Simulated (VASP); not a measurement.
Write the native input for VASP 6.6.1 that does the following.

```yaml
Task: single point
Functional: r2SCAN
Potentials_or_basis: VASP PAW PBE potentials, release 64 (Mg, Cd, Te)
Cutoff: 520 eV
k_mesh: 6 × 6 × 2
Occupations: gaussian, width 0.03 eV
Spin: no spin polarisation
Further_INCAR_settings: ALGO = Normal; EDIFF = 1e-06; NBANDS = 31
```

The structure of MgCd2Te3 lies in POSCAR:

```
MgCd2Te3                                
1.0
    4.6612095193      0.0000000000      0.0000000000
   -2.3306047646      4.0367258634      0.0000000000
    0.0000000000      0.0000000000     11.3860896187
  Mg              Cd              Te            
     1     2     3
Direct
     0.0000000000000000    0.0000000000000000    0.2517028551947220
     0.6666666699999979    0.3333333300000021    0.9180348329863079
     0.3333333300000021    0.6666666699999979    0.5808685361363572
     0.0000000000000000    0.0000000000000000    0.0040093395970473
     0.3333333300000021    0.6666666699999979    0.3287411393670681
     0.6666666699999979    0.3333333300000021    0.6665553567185043
```

The cell was built by a generator and needn't be a form met in nature.

One way to write it, as run:

INCAR

```
SYSTEM = MgCd2Te3
PREC = Accurate
ENCUT = 520
EDIFF = 1E-6
ISMEAR = 0
SIGMA = 0.03
LREAL = .False.
LASPH = .True.
NELM = 150
ALGO = Normal
ISIF = 2
LWAVE = .False.
LCHARG = .False.
METAGGA = R2SCAN
LMIXTAU = .True.
NBANDS = 31
KPAR = 4
```

KPOINTS

```
Automatic mesh
0
Gamma
  6 6 2
  0 0 0
```

Potentials or basis: VASP PAW PBE potentials, release 64 (Mg, Cd, Te).

Run with:

```sh
$ cat potpaw_PBE.64/Mg/POTCAR potpaw_PBE.64/Cd/POTCAR potpaw_PBE.64/Te/POTCAR > POTCAR
$ mpirun -np 4 vasp_std > vasp.out
```

It gave:

The pressure is -1.0 GPa, the largest force is 0.024 eV/Å and the band gap on the k mesh is 1.48 eV, direct.

Caveat: the PAW data sets were made with another functional, which shifts forces and pressure a little; spin-orbit coupling is left out, which moves the levels of the heavy elements.

It took 3.3 min on 4 MPI ranks on Intel(R) Xeon(R) Platinum 8259CL CPU @ 2.50GHz (Skylake/Cascade Lake), on a shared host, peak memory 0.43 GiB a rank.
